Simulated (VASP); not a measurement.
Data:

```
CaSe
1.0
    0.00000     2.93875     2.93875
    2.93875     0.00000     2.93875
    2.93875     2.93875     0.00000
Ca Se
1 1
Direct
  0.00000   0.00000   0.00000
  0.50000   0.50000   0.50000
```

The numbers are results of SCAN meta-GGA, VASP's PBE PAW potentials (set 64) (plane waves; VASP), not measurements. Numerical set-up: 520 eV cut-off, 8×8×8 Γ-centred mesh, Gaussian smearing of 0.050 eV, potentials Ca_sv Se.

**Question.** The job: CaSe (rock salt), 2 atoms, SCAN, static run, 520 eV, 8×8×8 Γ-centred mesh. Roughly how much core time does it take on a busy server core?

**Answer.** About 90 core-seconds (one run on a shared machine, a rough figure). It had 29 irreducible k-points, 12 bands, up to 1384 plane waves and 25 electronic steps.

The compound is CaSe in the rock salt structure. This cell is one point of a volume scan, at 0.97 of the reference volume.
